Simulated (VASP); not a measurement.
Computed with SCAN meta-GGA, VASP's PBE PAW potentials (set 64) (plane waves; VASP).

VASP input:

**POSCAR**
```
Ho
1
    1.8017046123    -3.1206439831     0.0000000000
    1.8017046123     3.1206439831     0.0000000000
    0.0000000000     0.0000000000     5.5071470379
Ho
2
Direct
  0.3333330000   0.6666670000   0.2500000000
  0.6666670000   0.3333330000   0.7500000000
```

KPOINTS:
```
Automatic
0
G
12 12 7
```

**INCAR**
```
! general
SYSTEM =Ho
PREC   =Accurate
ENCUT  =520   ! plane-wave cut-off (eV)
LREAL  =.False.
LASPH  =.True.   ! aspherical one-centre terms

! electronic loop
EDIFF  =1E-7   ! SCF stop (eV)
NELM   =100   ! most electronic steps
ALGO   =Normal   ! blocked Davidson
LMAXMIX=6
LMIXTAU=.True.

! smearing
ISMEAR =1
SIGMA  =0.1   ! width (eV)

! functional
METAGGA=SCAN

! ions
IBRION =2   ! conjugate gradients
NSW    =30   ! most ionic steps
ISIF   =4
EDIFFG =-0.01

! output
LWAVE  =.False.
LCHARG =.False.
```

POTCAR, in this order: Ho_3 (PBE.64 set). Program: vasp_std.

The resulting files:

OUTCAR:
```
 ion  position               nearest neighbor table
   1  0.333  0.667  0.250-   2 3.45   2 3.45   2 3.45   2 3.45   2 3.45   2 3.45
   2  0.667  0.333  0.750-   1 3.45   1 3.45   1 3.45   1 3.45   1 3.45   1 3.45
  LATTYP: Found a hexagonal cell.
 ALAT       =     3.6034092717
 C/A-ratio  =     1.5283157207
 Subroutine PRICEL returns:
 Original cell was already a primitive cell.
 Subroutine GETGRP returns: Found 24 space group operations
The static configuration has the point symmetry D_3d.
 The point group associated with its full space group is D_6h.
The dynamic configuration has the point symmetry D_3d.
 Subroutine INISYM returns: Found 24 space group operations
 Subroutine IBZKPT returns following result:
 Found     76 irreducible k-points:

 Following reciprocal coordinates:
            Coordinates               Weight
  0.000000  0.000000  0.000000      1.000000
  0.083333  0.000000  0.000000      6.000000
  0.166667  0.000000  0.000000      6.000000
  0.250000  0.000000  0.000000      6.000000
  0.333333  0.000000  0.000000      6.000000
  0.416667  0.000000  0.000000      6.000000
  0.500000  0.000000  0.000000      3.000000
  0.083333  0.083333  0.000000      6.000000
  0.166667  0.083333  0.000000     12.000000
  0.250000  0.083333  0.000000     12.000000
  0.333333  0.083333  0.000000     12.000000
  0.416667  0.083333  0.000000     12.000000
  0.166667  0.166667  0.000000      6.000000
  0.250000  0.166667  0.000000     12.000000
  0.333333  0.166667  0.000000     12.000000
  0.416667  0.166667  0.000000      6.000000
  0.250000  0.250000  0.000000      6.000000
  0.333333  0.250000  0.000000     12.000000
  0.333333  0.333333  0.000000      2.000000
  0.000000  0.000000  0.142857      2.000000
  0.083333  0.000000  0.142857     12.000000
  0.166667  0.000000  0.142857     12.000000
...
```

### OSZICAR
```
       N       E                     dE             d eps       ncg     rms          rms(c)
DAV:   1     0.113833709094E+02    0.11383E+02   -0.84364E+03  2112   0.134E+03
DAV:   2    -0.944427790990E+02   -0.10583E+03   -0.10428E+03  2743   0.589E+02
DAV:   3    -0.100329585252E+03   -0.58868E+01   -0.56573E+01  3245   0.106E+02
DAV:   4    -0.100564398249E+03   -0.23481E+00   -0.22543E+00  3404   0.143E+01
DAV:   5    -0.100569694911E+03   -0.52967E-02   -0.52083E-02  3314   0.247E+00    0.292E+01
DAV:   6    -0.983035850118E+02    0.22661E+01   -0.10406E+00  3097   0.164E+01    0.150E+01
DAV:   7    -0.969445195791E+02    0.13591E+01   -0.45759E-01  3611   0.749E+00    0.531E-01
DAV:   8    -0.980115974307E+02   -0.10671E+01   -0.56202E-01  3212   0.770E+00    0.263E+00
DAV:   9    -0.979956876521E+02    0.15910E-01   -0.11986E-01  2729   0.483E+00    0.125E+00
DAV:  10    -0.980130866363E+02   -0.17399E-01   -0.20053E-02  2648   0.205E+00    0.753E-01
DAV:  11    -0.979951072674E+02    0.17979E-01   -0.29375E-02  2286   0.250E+00    0.882E-01
DAV:  12    -0.980053116758E+02   -0.10204E-01   -0.26951E-02  2464   0.256E+00    0.263E-01
DAV:  13    -0.980070066112E+02   -0.16949E-02   -0.39236E-03  2301   0.993E-01    0.257E-01
DAV:  14    -0.980070319867E+02   -0.25375E-04   -0.14580E-04  3608   0.147E-01    0.266E-01
DAV:  15    -0.980066979030E+02    0.33408E-03   -0.11903E-04  3101   0.143E-01    0.185E-01
DAV:  16    -0.980066601084E+02    0.37795E-04   -0.69091E-04  2510   0.394E-01    0.568E-02
DAV:  17    -0.980066294172E+02    0.30691E-04   -0.97534E-05  3109   0.132E-01    0.252E-02
DAV:  18    -0.980066521562E+02   -0.22739E-04   -0.84671E-05  2276   0.125E-01    0.168E-02
DAV:  19    -0.980068540627E+02   -0.20191E-03   -0.70497E-04  2191   0.365E-01    0.298E-02
DAV:  20    -0.980067458262E+02    0.10824E-03   -0.20702E-04  2186   0.181E-01    0.554E-03
DAV:  21    -0.980067600522E+02   -0.14226E-04   -0.71534E-06  3313   0.412E-02    0.110E-02
DAV:  22    -0.980067377753E+02    0.22277E-04   -0.30986E-06  2836   0.259E-02    0.563E-03
DAV:  23    -0.980067393358E+02   -0.15605E-05   -0.44853E-06  2294   0.307E-02    0.307E-03
DAV:  24    -0.980067352251E+02    0.41108E-05   -0.40640E-06  2211   0.269E-02    0.203E-03
DAV:  25    -0.980067356030E+02   -0.37791E-06   -0.56251E-07  2326   0.985E-03    0.901E-04
DAV:  26    -0.980067459292E+02   -0.10326E-04   -0.10961E-06  2221   0.139E-02    0.225E-03
DAV:  27    -0.980067457597E+02    0.16950E-06   -0.45911E-07  2241   0.109E-02    0.317E-03
DAV:  28    -0.980067451956E+02    0.56409E-06   -0.55363E-08  1393   0.341E-03    0.232E-03
DAV:  29    -0.980067452409E+02   -0.45302E-07   -0.59221E-09  1273   0.239E-03
   1 F= -.98006745E+02 E0= -.98005633E+02  d E =-.980067E+02
       N       E                     dE             d eps       ncg     rms          rms(c)
DAV:   1    -0.980079815877E+02   -0.12364E-02   -0.54087E-02  2857   0.213E+00    0.153E-01
DAV:   2    -0.980074118254E+02    0.56976E-03   -0.19323E-03  3155   0.558E-01    0.996E-02
DAV:   3    -0.980073321297E+02    0.79696E-04   -0.24314E-04  3175   0.221E-01    0.495E-02
DAV:   4    -0.980073322067E+02   -0.77005E-07   -0.19402E-04  2930   0.177E-01    0.238E-02
DAV:   5    -0.980073188493E+02    0.13357E-04   -0.18423E-04  2211   0.183E-01    0.165E-02
DAV:   6    -0.980073083572E+02    0.10492E-04   -0.13052E-05  2325   0.386E-02    0.846E-03
DAV:   7    -0.980073105888E+02   -0.22316E-05   -0.24511E-06  3042   0.211E-02    0.277E-03
DAV:   8    -0.980073096507E+02    0.93815E-06   -0.16494E-06  2802   0.170E-02    0.359E-03
DAV:   9    -0.980073128574E+02   -0.32067E-05   -0.43289E-06  2182   0.306E-02    0.782E-04
DAV:  10    -0.980073124251E+02    0.43229E-06   -0.63286E-07  2166   0.103E-02    0.430E-04
DAV:  11    -0.980073123087E+02    0.11633E-06   -0.17248E-08  1253   0.229E-03    0.183E-04
DAV:  12    -0.980073124859E+02   -0.17715E-06   -0.43468E-09  1213   0.203E-03    0.888E-05
DAV:  13    -0.980073128302E+02   -0.34427E-06   -0.16909E-08  1198   0.226E-03    0.177E-04
DAV:  14    -0.980073128014E+02    0.28734E-07   -0.40313E-09  1153   0.200E-03
   2 F= -.98007313E+02 E0= -.98006221E+02  d E =-.567560E-03
       N       E                     dE             d eps       ncg     rms          rms(c)
DAV:   1    -0.980075577393E+02   -0.24491E-03   -0.10141E-02  2842   0.923E-01    0.658E-02
DAV:   2    -0.980074568657E+02    0.10087E-03   -0.36180E-04  3168   0.242E-01    0.439E-02
DAV:   3    -0.980074447436E+02    0.12122E-04   -0.44727E-05  3170   0.949E-02    0.221E-02
DAV:   4    -0.980074515156E+02   -0.67720E-05   -0.35838E-05  2990   0.749E-02    0.104E-02
DAV:   5    -0.980074443707E+02    0.71449E-05   -0.25210E-05  2229   0.672E-02    0.773E-03
DAV:   6    -0.980074414553E+02    0.29153E-05   -0.21366E-06  2384   0.167E-02    0.344E-03
DAV:   7    -0.980074428021E+02   -0.13468E-05   -0.38188E-07  2705   0.779E-03    0.119E-03
DAV:   8    -0.980074425149E+02    0.28722E-06   -0.37761E-07  2428   0.811E-03    0.184E-03
DAV:   9    -0.980074440830E+02   -0.15681E-05   -0.59252E-07  2198   0.112E-02    0.162E-04
DAV:  10    -0.980074439137E+02    0.16927E-06   -0.98832E-08  1386   0.420E-03    0.103E-04
DAV:  11    -0.980074440090E+02   -0.95327E-07   -0.79227E-09  1153   0.263E-03
   3 F= -.98007444E+02 E0= -.98006370E+02  d E =-.698768E-03
       N       E                     dE             d eps       ncg     rms          rms(c)
DAV:   1    -0.980080015710E+02   -0.55766E-03   -0.40553E-02  2837   0.184E+00    0.131E-01
DAV:   2    -0.980075735813E+02    0.42799E-03   -0.14466E-03  3135   0.485E-01    0.887E-02
DAV:   3    -0.980075140459E+02    0.59535E-04   -0.17994E-04  3155   0.190E-01    0.455E-02
DAV:   4    -0.980075172507E+02   -0.32048E-05   -0.14707E-04  2965   0.152E-01    0.211E-02
DAV:   5    -0.980075018892E+02    0.15362E-04   -0.98829E-05  2196   0.133E-01    0.158E-02
DAV:   6    -0.980074944337E+02    0.74554E-05   -0.87575E-06  2373   0.340E-02    0.692E-03
DAV:   7    -0.980074971063E+02   -0.26725E-05   -0.14929E-06  3187   0.150E-02    0.248E-03
DAV:   8    -0.980074966503E+02    0.45600E-06   -0.14010E-06  2744   0.158E-02    0.362E-03
DAV:   9    -0.980074999380E+02   -0.32878E-05   -0.25437E-06  2165   0.234E-02    0.275E-04
DAV:  10    -0.980074994563E+02    0.48172E-06   -0.74537E-07  2116   0.113E-02    0.263E-04
DAV:  11    -0.980074995912E+02   -0.13493E-06   -0.64162E-08  1193   0.350E-03    0.152E-04
DAV:  12    -0.980074996986E+02   -0.10738E-06   -0.93950E-09  1133   0.309E-03    0.221E-04
DAV:  13    -0.980074996259E+02    0.72705E-07   -0.66867E-09  1123   0.211E-03
   4 F= -.98007500E+02 E0= -.98006483E+02  d E =-.754385E-03
       N       E                     dE             d eps       ncg     rms          rms(c)
DAV:   1    -0.980076375280E+02   -0.13783E-03   -0.81954E-03  2845   0.830E-01    0.588E-02
DAV:   2    -0.980075364561E+02    0.10107E-03   -0.28395E-04  3122   0.213E-01    0.400E-02
DAV:   3    -0.980075178897E+02    0.18566E-04   -0.36126E-05  3150   0.853E-02    0.204E-02
DAV:   4    -0.980075030829E+02    0.14807E-04   -0.31131E-05  2925   0.698E-02    0.962E-03
DAV:   5    -0.980075091010E+02   -0.60181E-05   -0.20268E-05  2201   0.596E-02    0.712E-03
DAV:   6    -0.980075114240E+02   -0.23230E-05   -0.19560E-06  2363   0.164E-02    0.291E-03
DAV:   7    -0.980075103145E+02    0.11094E-05   -0.30522E-07  2408   0.708E-03    0.114E-03
DAV:   8    -0.980075104589E+02   -0.14441E-06   -0.26955E-07  2131   0.708E-03    0.177E-03
DAV:   9    -0.980075088958E+02    0.15632E-05   -0.51550E-07  2098   0.104E-02    0.197E-04
DAV:  10    -0.980075089682E+02   -0.72436E-07   -0.58306E-08  1083   0.318E-03
   5 F= -.98007509E+02 E0= -.98006463E+02  d E =-.763727E-03
```

**OUTCAR**
```
------------------------ aborting loop because EDIFF is reached ----------------------------------------
  FORCE on cell =-STRESS in cart. coord.  units (eV):
  Direction    XX          YY          ZZ          XY          YZ          ZX
  --------------------------------------------------------------------------------------
  Total       -0.3874823     -0.3874823     -0.3878352     -0.0000000      0.0000000      0.0000000
  in kB      -10.0248528    -10.0248532    -10.0339812     -0.0000000      0.0000000      0.0000000
  external PRESSURE =     -10.0278957 kB  Pullay stress =       0.0000000 kB
  volume of cell :       61.93
      direct lattice vectors                 reciprocal lattice vectors
     1.795921184 -3.110626789 -0.000000000     0.278408654 -0.160739309  0.000000000
     1.795921184  3.110626789  0.000000000     0.278408654  0.160739309 -0.000000000
     0.000000000  0.000000000  5.542673629     0.000000000 -0.000000000  0.180418344
 POSITION                                       TOTAL-FORCE (eV/Angst)
 -----------------------------------------------------------------------------------
      1.79592      1.03688      1.38567         0.000000      0.000000      0.000000
      1.79592     -1.03688      4.15701        -0.000000     -0.000000      0.000000
 -----------------------------------------------------------------------------------
    total drift:                               -0.000003      0.000090     -0.000011
  FREE ENERGIE OF THE ION-ELECTRON SYSTEM (eV)
  ---------------------------------------------------
  free  energy   TOTEN  =       -98.0075089682 eV

  energy  without entropy=      -98.0043718907  energy(sigma->0) =      -98.00646328

 reached required accuracy - stopping structural energy minimisation
```
(Selected blocks of OUTCAR.)

CONTCAR:
```
Ho
   1.00000000000000
     1.7959211837498792   -3.1106267885889118   -0.0000000000000000
     1.7959211837498792    3.1106267885889118    0.0000000000000000
     0.0000000000000000    0.0000000000000000    5.5426736290281413
  Ho
     2
Direct
     0.3333330000000032    0.6666669999999968    0.2500000000000000
     0.6666669999999968    0.3333330000000032    0.7500000000000000
```

The 4f electrons are frozen in the core of the lanthanide potential, so 4f levels, which can set the real gap, and their magnetism are missing.

The compound is Ho in the hcp structure. This cell is one point of a volume scan, at 1.03 of the reference volume. Symmetry was kept, so distortions that lower it aren't found.
